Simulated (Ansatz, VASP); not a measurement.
## LiSnF3 in VASP and in Ansatz

```
Li Sn F
1.0
     4.67501    0.00000    0.00000
     0.00000    4.67501    0.00000
     0.00000    0.00000    4.67501
Li Sn F
1 1 3
Direct
  0.50000 0.50000 0.50000
  0.00000 0.00000 0.00000
  0.00000 0.00000 0.50000
  0.00000 0.50000 0.00000
  0.50000 0.00000 0.00000
```

Change from the starting cell: species swapped into the KCrF3 type (P4/mmm, No. 123).

Alike in both runs: functional PBE; k mesh 6 × 6 × 6; occupations gaussian, width 0.02 eV; no spin polarisation.

Ansatz relaxed the structure, and its values are those at the end. VASP's run is a single point on that final structure, the one shown.

|  | VASP | Ansatz |
| --- | --- | --- |
| version | VASP 6.6.1 | Ansatz 0.2.0 |
| potentials or method | VASP PAW PBE potentials, release 64 (Li_sv, Sn_d, F) | scalar-relativistic, plane waves, PAW |
| plane-wave cutoff (eV) | 520 | 420 |
| valence electrons in the cell | 38 | 38 |

VASP gave:

```
gap on the k mesh at the Fermi level (eV) : 0.93
least direct gap on the mesh (eV)         : 1.96
```

**Question.** What did Ansatz give for the same quantities?

**Answer.** gap on the k mesh at the Fermi level (eV): 0.92; least direct gap on the mesh (eV): 1.97.

Caveats: spin-orbit coupling is left out, which moves the levels of the heavy elements. A k mesh can miss the band edges.
